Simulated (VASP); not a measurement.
Method: PBE GGA with D3 dispersion (zero damping), VASP's PBE PAW potentials (set 64) (plane waves; VASP).

A VASP calculation is set up with these files.

### INCAR
```
ALGO=Normal
EDIFF=1E-7
ENCUT=520
GGA=PE
ICHARG=11
ISMEAR=0
IVDW=11
LASPH=.TRUE.
LCHARG=.FALSE.
LORBIT=11
LREAL=.FALSE.
LWAVE=.FALSE.
NELM=100
PREC=Accurate
SIGMA=0.05
SYSTEM=LiH
```

POSCAR:
```
LiH
1
    0.0000000000     1.9523437288     1.9523437288
    1.9523437288     0.0000000000     1.9523437288
    1.9523437288     1.9523437288     0.0000000000
Li H
1 1
Direct
  0.0000000000   0.0000000000   0.0000000000
  0.5000000000   0.5000000000   0.5000000000
```

**KPOINTS**
```
k-points along high-symmetry lines
15
Line-mode
Reciprocal
  0.000000   0.000000   0.000000 ! GAMMA
  0.500000   0.000000   0.500000 ! X

  0.500000   0.000000   0.500000 ! X
  0.625000   0.250000   0.625000 ! U

  0.375000   0.375000   0.750000 ! K
  0.000000   0.000000   0.000000 ! GAMMA

  0.000000   0.000000   0.000000 ! GAMMA
  0.500000   0.500000   0.500000 ! L

  0.500000   0.500000   0.500000 ! L
  0.500000   0.250000   0.750000 ! W

  0.500000   0.250000   0.750000 ! W
  0.500000   0.000000   0.500000 ! X
```

POTCAR, in this order: Li_sv H (PBE.64 set). Program: vasp_std. Read from the step before: CHGCAR.

The run wrote:

### OUTCAR
```
 ion  position               nearest neighbor table
   1  0.000  0.000  0.000-
   2  0.500  0.500  0.500-
  LATTYP: Found a face centered cubic cell.
 ALAT       =     3.9046874576
 Subroutine PRICEL returns:
 Original cell was already a primitive cell.
 Subroutine GETGRP returns: Found 48 space group operations
The static configuration has the point symmetry O_h .
The dynamic configuration has the point symmetry O_h .
 Subroutine INISYM returns: Found 48 space group operations
   k-points           NKPTS =     90   k-points in BZ     NKDIM =     90   number of bands    NBANDS=      6
   number of dos      NEDOS =    301   number of ions     NIONS =      2
   total plane-waves  NPLWV =  13824
   dimension x,y,z NGX =    24 NGY =   24 NGZ =   24
   dimension x,y,z NGXF=    48 NGYF=   48 NGZF=   48
   ions per type =               1   1
   PREC   = accura    normal or accurate (medium, high low for compatibility)
   ISTART =      0    job   : 0-new  1-cont  2-samecut
   ICHARG =     11    charge: 1-file 2-atom 10-const
   ISPIN  =      1    spin polarized calculation?
   LNONCOLLINEAR =      F non collinear calculations
   LSORBIT =      F    spin-orbit coupling
   INIWAV =      1    electr: 0-lowe 1-rand  2-diag
   ENCUT  =  520.0 eV  38.22 Ry    6.18 a.u.   5.13  5.13  5.13*2*pi/ulx,y,z
   NELM   =    100;   NELMIN=  2; NELMDL= -5     # of ELM steps
   EDIFF  = 0.1E-06   stopping-criterion for ELM
   LREAL  =      F    real-space projection
   NLSPLINE    = F    spline interpolate recip. space projectors
   LMAXMIX     =    2 max onsite mixed and CHGCAR
   VOSKOWN=      0    Vosko Wilk Nusair interpolation
   EDIFFG = 0.1E-05   stopping-criterion for IOM
   NSW    =      0    number of steps for IOM
   NBLOCK =      1;   KBLOCK =      1    inner block; outer block
   IBRION =     -1    ionic relax: 0-MD 1-quasi-New 2-CG
   NFREE  =      0    steps in history (QN), initial steepest desc. (CG)
   ISIF   =      2    stress and relaxation
   ISYM   =      2    0-nonsym 1-usesym 2-fastsym
   TEIN   =    0.0    initial temperature
   TEBEG  =    0.0;   TEEND  =   0.0 temperature during run
   SMASS  =  -3.00    Nose mass-parameter (am)
   PSTRESS=    0.0 pullay stress
   NELECT =       4.0000    total number of electrons
   EFERMI =   0.00;   METHOD = LEGACY
   ISMEAR =     0;   SIGMA  =   0.05  broadening in eV -4-tet -1-fermi 0-gaus
   IALGO  =     38    algorithm
   LDIAG  =      T    sub-space diagonalisation (order eigenvalues)
   IMIX   =      4    mixing-type and parameters
     AMIX     =   0.40;   BMIX     =  1.00
     AMIX_MAG =   1.60;   BMIX_MAG =  1.00
     AMIN     =   0.10
   GGA     = PE    functional components
   VOSKOWN =     0    Vosko Wilk Nusair interpolation
   LHFCALC =     F    Hartree Fock is set to
   LHFONE  =     F    Hartree Fock one center treatment
   AEXX    =    0.0000 exact exchange contribution
   IVDW    =    11    specifies the selected vdW correction
   LEPSILON=     F    determine dielectric tensor
   LRPA    =     F    only Hartree local field effects (RPA)
  energy-cutoff  :      520.00
  volume of cell :       14.88
      direct lattice vectors                 reciprocal lattice vectors
     0.000000000  1.952343729  1.952343729    -0.256102444  0.256102444  0.256102444
     1.952343729  0.000000000  1.952343729     0.256102444 -0.256102444  0.256102444
     1.952343729  1.952343729  0.000000000     0.256102444  0.256102444 -0.256102444
 k-point     1 :   0.0000 0.0000 0.0000  plane waves:     411
 k-point     2 :   0.0357 0.0000 0.0357  plane waves:     407
 k-point     3 :   0.0714 0.0000 0.0714  plane waves:     399
 k-point     4 :   0.1071 0.0000 0.1071  plane waves:     391
 k-point     5 :   0.1429 0.0000 0.1429  plane waves:     399
 k-point     6 :   0.1786 0.0000 0.1786  plane waves:     399
 k-point     7 :   0.2143 0.0000 0.2143  plane waves:     399
 k-point     8 :   0.2500 0.0000 0.2500  plane waves:     415
 k-point     9 :   0.2857 0.0000 0.2857  plane waves:     411
 k-point    10 :   0.3214 0.0000 0.3214  plane waves:     411
...
```

OSZICAR:
```
       N       E                     dE             d eps       ncg     rms          rms(c)
DAV:   1    -0.120559846621E+01   -0.12056E+01   -0.14822E+03  1122   0.607E+02
DAV:   2    -0.559574368331E+01   -0.43901E+01   -0.41648E+01  1638   0.630E+01
DAV:   3    -0.566049318676E+01   -0.64750E-01   -0.64750E-01  1260   0.717E+00
DAV:   4    -0.566163712551E+01   -0.11439E-02   -0.11439E-02  1560   0.633E-01
DAV:   5    -0.566163862043E+01   -0.14949E-05   -0.14949E-05  1284   0.250E-02
DAV:   6    -0.566163862726E+01   -0.68290E-08   -0.68289E-08  1362   0.136E-03
   1 F= -.58955547E+01 E0= -.58955547E+01  d E =-.335972E-25
```

**OUTCAR**
```
 val. band max:        0.4758506775   @ k =   0.5000   0.0000   0.5000

 cond. band min:       3.3908752824   @ k =   0.5000   0.0000   0.5000



 k-point     1 :       0.0000    0.0000    0.0000
  band No.  band energies     occupation
      1     -43.7540      2.00000
      2      -5.2610      2.00000
      3      17.6083      0.00000
      4      19.1876      0.00000
      5      19.1876      0.00000
      6      19.1876      0.00000

 k-point     2 :       0.0357    0.0000    0.0357
  band No.  band energies     occupation
      1     -43.7529      2.00000
      2      -5.2301      2.00000
      3      17.3510      0.00000
      4      18.8728      0.00000
      5      18.8728      0.00000
      6      19.4051      0.00000

 k-point     3 :       0.0714    0.0000    0.0714
  band No.  band energies     occupation
      1     -43.7498      2.00000
      2      -5.1367      2.00000
      3      16.7796      0.00000
      4      18.1363      0.00000
      5      18.1363      0.00000
      6      19.8050      0.00000

 k-point     4 :       0.1071    0.0000    0.1071
  band No.  band energies     occupation
      1     -43.7448      2.00000
      2      -4.9800      2.00000
      3      16.0441      0.00000
      4      17.2542      0.00000
      5      17.2542      0.00000
      6      20.0872      0.00000

 k-point     5 :       0.1429    0.0000    0.1429
  band No.  band energies     occupation
      1     -43.7384      2.00000
      2      -4.7587      2.00000
      3      15.1425      0.00000
      4      16.3604      0.00000
      5      16.3604      0.00000
      6      19.9447      0.00000

 k-point     6 :       0.1786    0.0000    0.1786
  band No.  band energies     occupation
      1     -43.7306      2.00000
      2      -4.4700      2.00000
      3      14.0566      0.00000
      4      15.5098      0.00000
      5      15.5098      0.00000
      6      18.9987      0.00000

...
```

The density is held fixed in this step, so its total energy and stress have no physical meaning.

The compound is LiH in the rock salt structure. It was relaxed first, which changed the volume by -12 %.
